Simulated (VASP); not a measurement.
Given:

```
InSn23O48
1.0
    9.64982     0.00000     0.00000
    0.00000     9.64982     0.00000
    0.00000     0.00000     9.71431
Sn O In
23 48 1
Direct
  0.00000   0.00000   0.00000
  0.25000   0.25000   0.16667
  0.00000   0.00000   0.33333
  0.25000   0.25000   0.50000
  0.00000   0.00000   0.66667
  0.25000   0.25000   0.83333
  0.00000   0.50000   0.00000
  0.25000   0.75000   0.16667
  0.00000   0.50000   0.33333
  0.25000   0.75000   0.50000
  0.00000   0.50000   0.66667
  0.25000   0.75000   0.83333
  0.50000   0.00000   0.00000
  0.75000   0.25000   0.16667
  0.50000   0.00000   0.33333
  0.75000   0.25000   0.50000
  0.50000   0.00000   0.66667
  0.75000   0.25000   0.83333
  0.50400   0.49623   0.99848
  0.75000   0.75000   0.16667
  0.75000   0.75000   0.50000
  0.49557   0.50333   0.66730
  0.75000   0.75000   0.83333
  0.15350   0.15350   0.00000
  0.40350   0.09650   0.16667
  0.09650   0.40350   0.16667
  0.34650   0.34650   0.00000
  0.15350   0.15350   0.33333
  0.40350   0.09650   0.50000
  0.09650   0.40350   0.50000
  0.34991   0.34411   0.32987
  0.15350   0.15350   0.66667
  0.40350   0.09650   0.83333
  0.09650   0.40350   0.83333
  0.34650   0.34650   0.66667
  0.15350   0.65350   0.00000
  0.40094   0.60027   0.16859
  0.09650   0.90350   0.16667
  0.34650   0.84650   0.00000
  0.15350   0.65350   0.33333
  0.40824   0.59952   0.49981
  0.09650   0.90350   0.50000
  0.34650   0.84650   0.33333
  0.15350   0.65350   0.66667
  0.40350   0.59650   0.83333
  0.09650   0.90350   0.83333
  0.34650   0.84650   0.66667
  0.65350   0.15350   0.00000
  0.90350   0.09650   0.16667
  0.60100   0.40300   0.16554
  0.84650   0.34650   0.00000
  0.65350   0.15350   0.33333
  0.90350   0.09650   0.50000
  0.59648   0.40143   0.50228
  0.84650   0.34650   0.33333
  0.65350   0.15350   0.66667
  0.90350   0.09650   0.83333
  0.59650   0.40350   0.83333
  0.84650   0.34650   0.66667
  0.65350   0.65350   0.00000
  0.90350   0.59650   0.16667
  0.59650   0.90350   0.16667
  0.84650   0.84650   0.00000
  0.65415   0.65082   0.33169
  0.90350   0.59650   0.50000
  0.59650   0.90350   0.50000
  0.84650   0.84650   0.33333
  0.65350   0.65350   0.66667
  0.90350   0.59650   0.83333
  0.59650   0.90350   0.83333
  0.84650   0.84650   0.66667
  0.49959   0.50214   0.33814
```
Cell charge +2.

Calculation: PBE GGA, VASP's PBE PAW potentials (set 64) (plane waves; VASP 6.6.1). Numerical set-up: PREC = Normal, LREAL = Auto, ISYM = 0, NELECT = 381.0, EDIFF = 1E-5, 400 eV cut-off, 1×1×1 Γ-centred mesh, Gaussian smearing of 0.050 eV, potentials Sn O In. Starting moments (MAGMOM): 72*0.0139. The cell's moment is fixed (NUPDOWN = 1).

The cell is charged, with a uniform compensating background. The supercell is sampled at Γ alone, which is coarse: total energies, pressure and levels can be off, energies of defects by several tenths of an eV.

Problem. The ions are relaxed. Predict the relaxed structure.

Solution. 
```
InSn23O48
1.0
    9.64982     0.00000     0.00000
    0.00000     9.64982     0.00000
    0.00000     0.00000     9.71431
Sn O In
23 48 1
Cartesian
  0.00123   0.00032   9.71259
  2.40231   2.40110   1.62017
  0.00107   0.00020   3.23788
  2.40240   2.40081   4.85645
  0.00084   0.00111   6.47758
  2.41496   2.41330   8.09550
  0.00214   4.82435   9.71430
  2.40898   7.24227   1.61285
  0.00169   4.82505   3.23824
  2.40908   7.24234   4.86392
  0.00193   4.82366   6.47672
  2.41280   7.23783   8.09513
  4.82611   9.64913   9.71407
  7.24298   2.40823   1.61261
  4.82561   0.00040   3.23822
  7.24290   2.40757   4.86426
  4.82673   9.64911   6.47682
  7.23817   2.41296   8.09575
  4.82534   4.82578   9.70662
  7.25018   7.24868   1.62036
  7.25032   7.24879   4.85680
  4.82552   4.82537   6.48425
  7.23921   7.23724   8.09557
  1.47597   1.47565   9.71122
  3.88467   0.92491   1.61685
  0.92728   3.88423   1.61757
  3.34365   3.33992   0.00114
  1.45614   1.45694   3.23857
  3.88451   0.92444   4.85971
  0.92809   3.88505   4.85853
  3.29934   3.29344   3.23815
  1.47638   1.47506   6.48008
  3.89482   0.93809   8.09532
  0.93934   3.89217   8.09591
  3.33869   3.34424   6.47565
  1.45885   6.31722   9.70594
  3.85783   5.78799   1.53892
  0.93560   8.71421   1.61521
  3.33332   8.19255   9.70589
  1.48928   6.29625   3.23904
  3.86698   5.79635   4.93935
  0.93565   8.71483   4.86092
  3.35206   8.16517   3.23829
  1.45997   6.31518   6.48404
  3.88902   5.76239   8.09512
  0.93416   8.71489   8.09489
  3.33195   8.19468   6.48492
  6.31721   1.45832   9.70653
  8.71558   0.93547   1.61501
  5.79552   3.86394   1.53651
  8.19460   3.33195   9.70635
  6.29778   1.48675   3.23792
  8.71485   0.93566   4.86049
  5.78752   3.85530   4.93976
  8.16478   3.35270   3.23857
  6.31878   1.45649   6.48512
  8.71602   0.93474   8.09565
  5.76256   3.88826   8.09546
  8.19313   3.33308   6.48464
  6.30987   6.31022   0.00067
  8.72740   5.76697   1.61691
  5.76633   8.72379   1.61771
  8.17581   8.17568   9.71175
  6.35890   6.35063   3.23864
  8.72720   5.76638   4.85950
  5.76645   8.72369   4.85867
  8.19406   8.19443   3.23863
  6.31245   6.30756   6.47659
  8.71495   5.75758   8.09567
  5.75832   8.71129   8.09570
  8.17633   8.17556   6.47983
  4.82700   4.82409   3.23852
```
Cell charge +2. The cell ends with 1.00 μB, on the first 30 sites 0.00 0.00 0.00 0.00 0.00 0.00 0.00 0.00 0.00 0.00 0.00 0.00 0.00 0.00 0.00 0.00 0.00 0.00 0.00 0.00 0.00 0.00 0.00 0.00 0.01 0.01 0.01 0.01 0.01 0.01 μB.

Problem. How much energy does the relaxation gain?

Solution. The energy (σ→0) changes by -7.7 meV/atom, in 16 ionic steps.

The cell is a supercell with a defect, built from SnO2 (rutile): In_Sn, charge +2.
